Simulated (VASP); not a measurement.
Computed with r2SCAN meta-GGA, VASP's PBE PAW potentials (set 64) (plane waves; VASP).

VASP input:

### INCAR
```
SYSTEM = GaNi
PREC = Accurate
ENCUT = 480
EDIFF = 1E-7
NELM = 100
ALGO = Normal
LREAL = .FALSE.
LASPH = .TRUE.
ISMEAR = 1
SIGMA = 0.1
METAGGA = R2SCAN
LMIXTAU = .TRUE.
LMAXMIX = 4
LWAVE = .FALSE.
LCHARG = .FALSE.
ISIF = 2
IBRION = 2
NSW = 30
EDIFFG = -0.01
```

File KPOINTS:
```
Automatic mesh
0
Gamma
12 12 12
0 0 0
```

**POSCAR**
```
GaNi
1
    2.9602850945     0.0000000000     0.0000000000
    0.0000000000     2.9602850945     0.0000000000
    0.0000000000     0.0000000000     2.8740631985
Ga Ni
1 1
Direct
  0.0000000000   0.0000000000   0.0000000000
  0.5000000000   0.5000000000   0.5000000000
```

POTCAR, in this order: Ga_d Ni (PBE.64 set). Program: vasp_std.

Question: What does the run give for the energy per atom (σ→0), pressure, band gap (on the k-mesh)?

Answer: 
The energy per atom (σ→0) is -12.051 eV/atom, the band gap (on the k-mesh) is none (metal, semimetal or under 0.01 eV) and the pressure is -8.35 GPa.

OSZICAR:
```
...
DAV:  14    -0.241028576594E+02    0.17977E-05   -0.51527E-06  6224   0.281E-02    0.198E-03
DAV:  15    -0.241028542542E+02    0.34052E-05   -0.19508E-06  8364   0.205E-02    0.376E-03
DAV:  16    -0.241028540513E+02    0.20293E-06   -0.13755E-06  7459   0.187E-02    0.511E-04
DAV:  17    -0.241028535762E+02    0.47508E-06   -0.41676E-08  3353   0.303E-03    0.178E-04
DAV:  18    -0.241028533440E+02    0.23220E-06   -0.81705E-09  3206   0.133E-03    0.285E-04
DAV:  19    -0.241028531959E+02    0.14812E-06   -0.53056E-09  3136   0.121E-03    0.533E-05
DAV:  20    -0.241028531949E+02    0.10050E-08   -0.85208E-10  3129   0.372E-04
   1 F= -.24102853E+02 E0= -.24102924E+02  d E =-.241029E+02
```

The structure comes from a computed database's GaNi entry (Pm-3m); how it stands against other phases isn't given here. This cell was strained or had an atom moved on purpose. The run is not spin-polarised, so no magnetic state was tried. The electron count is odd and the run is not spin-polarised, which forces a metal.
